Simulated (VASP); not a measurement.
A run of VASP 6.6.1 is set up as follows.

File INCAR:

```
SYSTEM = TaGe
PREC = Accurate ; ENCUT = 600
EDIFF = 1E-6 ; ISMEAR = 0
SIGMA = 0.05 ; LREAL = .FALSE.
LASPH = .TRUE. ; NELM = 60
ALGO = Normal ; ISIF = 3
LWAVE = .FALSE. ; LCHARG = .FALSE.
GGA = PE ; IBRION = 2
NSW = 40 ; EDIFFG = -0.005
```

File KPOINTS:

```
Automatic mesh
0
G
  8 8 6
  0 0 0
```

Contents of POSCAR:

```
TaGe
1.0
    3.9154048900      0.0000000000      0.0000000000
   -1.9577024500      3.3908401000      0.0000000000
    0.0000000000      0.0000000000      5.0027168700
Ta Ge
2 2
Direct
    0.0000000000      0.0000000000      0.0000000000
    0.0000000000      0.0000000000      0.5000000000
    0.3333333300      0.6666666700      0.2500000000
    0.6666666700      0.3333333300      0.7500000000
```

Potentials or basis: VASP PAW PBE potentials, release 64 (Ta_pv, Ge_d).

The run is started by

```bash
$ cat potpaw_PBE.64/Ta_pv/POTCAR potpaw_PBE.64/Ge_d/POTCAR > POTCAR
$ mpirun -np 1 vasp_std > vasp.out
```

(1) What does it give for the band gap on the k mesh?

(2) Estimate the relaxed volume.

(3) What does it give for the space group after relaxing (to 0.05 Å)?

Answers

(1) none (metal or under the smearing width).

(2) 18.78 Å³/atom.

(3) P6_3/mmc (No. 194).
